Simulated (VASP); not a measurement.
These are LDA (Ceperley-Alder, Perdew-Zunger), VASP's LDA PAW potentials (set 64) (plane waves; VASP) values and carry that method's errors.

VASP input:

### KPOINTS
```
Automatic mesh
0
Gamma
3 3 3
0 0 0
```

### QPOINTS
```
k-points along high-symmetry lines
13
Line-mode
Cartesian
  0.000000   0.000000   0.000000 ! GAMMA
  0.000000   0.195411   0.000000 ! X

  0.000000   0.195411   0.000000 ! X
  0.048853   0.195411   0.048853 ! U

  0.146558   0.146558  -0.000000 ! K
  0.000000   0.000000   0.000000 ! GAMMA

  0.000000   0.000000   0.000000 ! GAMMA
  0.097706   0.097706   0.097706 ! L

  0.097706   0.097706   0.097706 ! L
  0.097706   0.195411  -0.000000 ! W

  0.097706   0.195411  -0.000000 ! W
  0.000000   0.195411   0.000000 ! X
```

### INCAR
```
! general
SYSTEM          =MgS
PREC            =Accurate
ENCUT           =400
LREAL           =F
LASPH           =T

! electronic loop
EDIFF           =1E-7
NELM            =100
ALGO            =Normal

! smearing
ISMEAR          =0
SIGMA           =0.05

! ions
IBRION          =6
NSW             =1
ISIF            =2
POTIM           =0.015
NFREE           =2

! output
LWAVE           =F
LCHARG          =F

! other
LPHON_DISPERSION=T
```

File POSCAR:
```
MgS
1
    0.0000000000     7.6761177846     7.6761177846
    7.6761177846     0.0000000000     7.6761177846
    7.6761177846     7.6761177846     0.0000000000
Mg S
27 27
Direct
  0.0000000000   0.0000000000   0.0000000000
  0.0000000000   0.0000000000   0.3333333333
  0.0000000000   0.0000000000   0.6666666667
  0.0000000000   0.3333333333   0.0000000000
  0.0000000000   0.3333333333   0.3333333333
  0.0000000000   0.3333333333   0.6666666667
  0.0000000000   0.6666666667   0.0000000000
  0.0000000000   0.6666666667   0.3333333333
  0.0000000000   0.6666666667   0.6666666667
  0.3333333333   0.0000000000   0.0000000000
  0.3333333333   0.0000000000   0.3333333333
  0.3333333333   0.0000000000   0.6666666667
  0.3333333333   0.3333333333   0.0000000000
  0.3333333333   0.3333333333   0.3333333333
  0.3333333333   0.3333333333   0.6666666667
  0.3333333333   0.6666666667   0.0000000000
  0.3333333333   0.6666666667   0.3333333333
  0.3333333333   0.6666666667   0.6666666667
  0.6666666667   0.0000000000   0.0000000000
  0.6666666667   0.0000000000   0.3333333333
  0.6666666667   0.0000000000   0.6666666667
  0.6666666667   0.3333333333   0.0000000000
  0.6666666667   0.3333333333   0.3333333333
  0.6666666667   0.3333333333   0.6666666667
  0.6666666667   0.6666666667   0.0000000000
  0.6666666667   0.6666666667   0.3333333333
  0.6666666667   0.6666666667   0.6666666667
  0.1666666667   0.1666666667   0.1666666667
  0.1666666667   0.1666666667   0.5000000000
  0.1666666667   0.1666666667   0.8333333333
  0.1666666667   0.5000000000   0.1666666667
  0.1666666667   0.5000000000   0.5000000000
  0.1666666667   0.5000000000   0.8333333333
  0.1666666667   0.8333333333   0.1666666667
  0.1666666667   0.8333333333   0.5000000000
  0.1666666667   0.8333333333   0.8333333333
  0.5000000000   0.1666666667   0.1666666667
  0.5000000000   0.1666666667   0.5000000000
  0.5000000000   0.1666666667   0.8333333333
  0.5000000000   0.5000000000   0.1666666667
  0.5000000000   0.5000000000   0.5000000000
  0.5000000000   0.5000000000   0.8333333333
  0.5000000000   0.8333333333   0.1666666667
  0.5000000000   0.8333333333   0.5000000000
  0.5000000000   0.8333333333   0.8333333333
  0.8333333333   0.1666666667   0.1666666667
  0.8333333333   0.1666666667   0.5000000000
  0.8333333333   0.1666666667   0.8333333333
  0.8333333333   0.5000000000   0.1666666667
  0.8333333333   0.5000000000   0.5000000000
  0.8333333333   0.5000000000   0.8333333333
  0.8333333333   0.8333333333   0.1666666667
  0.8333333333   0.8333333333   0.5000000000
  0.8333333333   0.8333333333   0.8333333333
```

POTCAR, in this order: Mg S (LDA.64 set). Program: vasp_std.

Output of the run:

**OSZICAR**
```
       N       E                     dE             d eps       ncg     rms          rms(c)
DAV:   1     0.874570672533E+03    0.87457E+03   -0.75122E+04  1104   0.109E+03
DAV:   2    -0.174677681435E+03   -0.10492E+04   -0.10167E+04  1400   0.196E+02
DAV:   3    -0.268281429152E+03   -0.93604E+02   -0.93111E+02  1256   0.639E+01
DAV:   4    -0.270325454292E+03   -0.20440E+01   -0.20371E+01  1328   0.109E+01
DAV:   5    -0.270378833572E+03   -0.53379E-01   -0.53293E-01  1312   0.176E+00    0.242E+01
DAV:   6    -0.260443650503E+03    0.99352E+01   -0.22040E+01  1216   0.757E+00    0.190E+01
DAV:   7    -0.259107869147E+03    0.13358E+01   -0.58466E+00  1288   0.387E+00    0.101E+01
DAV:   8    -0.258995410359E+03    0.11246E+00   -0.35440E-01  1288   0.125E+00    0.144E+00
DAV:   9    -0.258994170010E+03    0.12403E-02   -0.14194E-02  1312   0.240E-01    0.196E-01
DAV:  10    -0.258993570553E+03    0.59946E-03   -0.86661E-04  1304   0.744E-02    0.688E-02
DAV:  11    -0.258993569893E+03    0.65921E-06   -0.19537E-05  1448   0.967E-03    0.309E-02
DAV:  12    -0.258993569229E+03    0.66428E-06   -0.24342E-06  1288   0.272E-03    0.581E-03
DAV:  13    -0.258993569174E+03    0.54764E-07   -0.34517E-07  1032   0.107E-03
   1 F= -.25899357E+03 E0= -.25899357E+03  d E =-.110298E-12
 Found     2 degrees of freedom:
       N       E                     dE             d eps       ncg     rms          rms(c)
DAV:   1    -0.258992974286E+03    0.59494E-03   -0.10841E-02  1768   0.258E-01    0.103E-01
DAV:   2    -0.258992993151E+03   -0.18866E-04   -0.72665E-04  1944   0.586E-02    0.400E-02
DAV:   3    -0.258992983143E+03    0.10008E-04   -0.72369E-05  2024   0.192E-02    0.211E-02
DAV:   4    -0.258992979250E+03    0.38927E-05   -0.96181E-06  1968   0.688E-03    0.125E-02
DAV:   5    -0.258992976096E+03    0.31539E-05   -0.34755E-06  1952   0.546E-03    0.369E-03
DAV:   6    -0.258992975413E+03    0.68280E-06   -0.23300E-06  2104   0.476E-03    0.479E-03
DAV:   7    -0.258992975398E+03    0.15118E-07   -0.13703E-06  1984   0.256E-03    0.352E-03
DAV:   8    -0.258992975381E+03    0.17819E-07   -0.12400E-07  1224   0.811E-04
   2 F= -.25899298E+03 E0= -.25899298E+03  d E =-.138448E-12
       N       E                     dE             d eps       ncg     rms          rms(c)
DAV:   1    -0.258992989414E+03   -0.14015E-04   -0.38452E-02  1680   0.460E-01    0.192E-01
DAV:   2    -0.258993040334E+03   -0.50920E-04   -0.24774E-03  1960   0.112E-01    0.783E-02
DAV:   3    -0.258993003629E+03    0.36704E-04   -0.27438E-04  2040   0.374E-02    0.346E-02
DAV:   4    -0.258992988465E+03    0.15164E-04   -0.35869E-05  1976   0.139E-02    0.216E-02
DAV:   5    -0.258992977598E+03    0.10867E-04   -0.11633E-05  1944   0.109E-02    0.708E-03
DAV:   6    -0.258992975555E+03    0.20426E-05   -0.80525E-06  2168   0.872E-03    0.787E-03
DAV:   7    -0.258992975557E+03   -0.19445E-08   -0.43454E-06  1976   0.441E-03    0.643E-03
DAV:   8    -0.258992975408E+03    0.14986E-06   -0.40023E-07  1888   0.141E-03    0.252E-03
DAV:   9    -0.258992975351E+03    0.56130E-07   -0.26190E-07  1648   0.116E-03
   3 F= -.25899298E+03 E0= -.25899298E+03  d E =-.154591E-12
       N       E                     dE             d eps       ncg     rms          rms(c)
DAV:   1    -0.258991937430E+03    0.10380E-02   -0.26317E-01  1736   0.965E-01    0.261E-01
DAV:   2    -0.258992951090E+03   -0.10137E-02   -0.12402E-02  1888   0.251E-01    0.110E-01
DAV:   3    -0.258992864317E+03    0.86774E-04   -0.23342E-04  2008   0.399E-02    0.766E-02
DAV:   4    -0.258992807923E+03    0.56394E-04   -0.16626E-04  1968   0.279E-02    0.401E-02
DAV:   5    -0.258992806078E+03    0.18448E-05   -0.42446E-05  1992   0.142E-02    0.162E-02
DAV:   6    -0.258992803601E+03    0.24769E-05   -0.48637E-06  2008   0.555E-03    0.965E-03
DAV:   7    -0.258992799695E+03    0.39063E-05   -0.42555E-06  2216   0.670E-03    0.247E-03
DAV:   8    -0.258992798592E+03    0.11027E-05   -0.31203E-06  2024   0.436E-03    0.387E-03
DAV:   9    -0.258992797949E+03    0.64326E-06   -0.90629E-07  1960   0.264E-03    0.251E-03
DAV:  10    -0.258992797177E+03    0.77224E-06   -0.57012E-07  1760   0.300E-03    0.197E-03
DAV:  11    -0.258992796648E+03    0.52866E-06   -0.13485E-06  1984   0.388E-03    0.425E-03
DAV:  12    -0.258992796609E+03    0.38779E-07   -0.90539E-07  1968   0.208E-03
   4 F= -.25899280E+03 E0= -.25899280E+03  d E =-.152110E-12
       N       E                     dE             d eps       ncg     rms          rms(c)
DAV:   1    -0.258990473500E+03    0.23231E-02   -0.90455E-01  1680   0.171E+00    0.443E-01
DAV:   2    -0.258993172139E+03   -0.26986E-02   -0.35131E-02  1848   0.422E-01    0.184E-01
DAV:   3    -0.258992929909E+03    0.24223E-03   -0.73211E-04  2016   0.672E-02    0.125E-01
DAV:   4    -0.258992789723E+03    0.14019E-03   -0.57438E-04  2032   0.500E-02    0.617E-02
DAV:   5    -0.258992799841E+03   -0.10118E-04   -0.12277E-04  1976   0.232E-02    0.265E-02
DAV:   6    -0.258992798429E+03    0.14125E-05   -0.30686E-06  1952   0.377E-03    0.199E-02
DAV:   7    -0.258992796618E+03    0.18109E-05   -0.46599E-06  1968   0.441E-03    0.473E-03
DAV:   8    -0.258992796577E+03    0.40767E-07   -0.60848E-07  1968   0.202E-03
   5 F= -.25899280E+03 E0= -.25899280E+03  d E =-.168186E-12
```

### OUTCAR
```
------------------------ aborting loop because EDIFF is reached ----------------------------------------
  FORCE on cell =-STRESS in cart. coord.  units (eV):
  Direction    XX          YY          ZZ          XY          YZ          ZX
  --------------------------------------------------------------------------------------
  Total        0.0174533      0.0112191      0.0112191     -0.0000000      0.0000000     -0.0000000
  in kB        0.0309124      0.0198707      0.0198707     -0.0000000      0.0000000     -0.0000000
  external PRESSURE =       0.0235513 kB  Pullay stress =       0.0000000 kB
  volume of cell :      904.60
      direct lattice vectors                 reciprocal lattice vectors
     0.000000000  7.676117785  7.676117785    -0.065137093  0.065137093  0.065137093
     7.676117785  0.000000000  7.676117785     0.065137093 -0.065137093  0.065137093
     7.676117785  7.676117785  0.000000000     0.065137093  0.065137093 -0.065137093
 POSITION                                       TOTAL-FORCE (eV/Angst)
 -----------------------------------------------------------------------------------
      0.00000      0.00000      0.00000        -0.000036      0.001634      0.001634
      2.55871      2.55871      0.00000        -0.003921     -0.000000      0.000084
      5.11741      5.11741      0.00000        -0.000028      0.001637     -0.001637
      2.55871      0.00000      2.55871        -0.003921      0.000084      0.000000
      5.11741      2.55871      2.55871        -0.022560     -0.000000      0.000000
      7.67612      5.11741      2.55871         0.001424      0.002445      0.000000
      5.11741      0.00000      5.11741        -0.000028     -0.001637      0.001637
      7.67612      2.55871      5.11741         0.001424     -0.000000      0.002445
     10.23482      5.11741      5.11741         0.000188     -0.000004     -0.000004
      0.00000      2.55871      2.55871        -0.025447     -0.000000      0.000000
      2.55871      5.11741      2.55871        -0.003921     -0.000084      0.000000
      5.11741      7.67612      2.55871         0.001424      0.002443      0.000000
      2.55871      2.55871      5.11741        -0.003921     -0.000000     -0.000084
      5.11741      5.11741      5.11741        -0.000028      0.001637      0.001637
      7.67612      7.67612      5.11741        -0.000036      0.001634     -0.001634
      5.11741      2.55871      7.67612         0.001424     -0.000000      0.002443
      7.67612      5.11741      7.67612        -0.000036     -0.001634      0.001634
     10.23482      7.67612      7.67612         0.000188      0.000004      0.000004
      0.00000      5.11741      5.11741        -0.000036     -0.001634     -0.001634
      2.55871      7.67612      5.11741         0.000188      0.000004     -0.000004
      5.11741     10.23482      5.11741         0.001424     -0.000000     -0.002443
      2.55871      5.11741      7.67612         0.000188     -0.000004      0.000004
      5.11741      7.67612      7.67612        -0.000028     -0.001637     -0.001637
      7.67612     10.23482      7.67612         0.001424     -0.000000     -0.002445
      5.11741      5.11741     10.23482         0.001424     -0.002443      0.000000
      7.67612      7.67612     10.23482         0.001424     -0.002445      0.000000
     10.23482     10.23482     10.23482         0.001356     -0.000000      0.000000
      2.54371      2.55871      2.55871         0.103048     -0.000000      0.000000
      5.11741      5.11741      2.55871        -0.006781     -0.009968      0.000000
      7.67612      7.67612      2.55871        -0.006808     -0.010067      0.000000
      5.11741      2.55871      5.11741        -0.006781     -0.000000     -0.009968
      7.67612      5.11741      5.11741        -0.000449     -0.000212     -0.000212
     10.23482      7.67612      5.11741         0.001581      0.000008     -0.000008
      7.67612      2.55871      7.67612        -0.006808     -0.000000     -0.010067
     10.23482      5.11741      7.67612         0.001581     -0.000008      0.000008
     12.79353      7.67612      7.67612        -0.000450     -0.000214     -0.000214
      2.55871      5.11741      5.11741         0.001581     -0.000008     -0.000008
      5.11741      7.67612      5.11741        -0.000450     -0.000214      0.000214
      7.67612     10.23482      5.11741        -0.006808     -0.000000      0.010067
      5.11741      5.11741      7.67612        -0.000450      0.000214     -0.000214
      7.67612      7.67612      7.67612        -0.000449      0.000212      0.000212
     10.23482     10.23482      7.67612         0.000432     -0.000000     -0.000001
      7.67612      5.11741     10.23482        -0.006808      0.010067      0.000000
     10.23482      7.67612     10.23482         0.000432     -0.000001      0.000000
     12.79353     10.23482     10.23482        -0.001350     -0.000000      0.000000
      2.55871      7.67612      7.67612         0.001581      0.000008      0.000008
      5.11741     10.23482      7.67612        -0.006781     -0.000000      0.009968
      7.67612     12.79353      7.67612        -0.000449     -0.000212      0.000212
      5.11741      7.67612     10.23482        -0.006781      0.009968      0.000000
      7.67612     10.23482     10.23482        -0.001351     -0.000000      0.000000
     10.23482     12.79353     10.23482         0.000432      0.000001      0.000000
      7.67612      7.67612     12.79353        -0.000449      0.000212     -0.000212
     10.23482     10.23482     12.79353         0.000432     -0.000000      0.000001
     12.79353     12.79353     12.79353        -0.000450      0.000214      0.000214
 -----------------------------------------------------------------------------------
    total drift:                                0.000139      0.000001      0.000000
  FREE ENERGIE OF THE ION-ELECTRON SYSTEM (eV)
  ---------------------------------------------------
  free  energy   TOTEN  =      -258.9927965770 eV

  energy  without entropy=     -258.9927965770  energy(sigma->0) =     -258.99279658
```
(Selected blocks of OUTCAR.)

The cell is a supercell, built from a database entry that may be metastable or hypothetical.
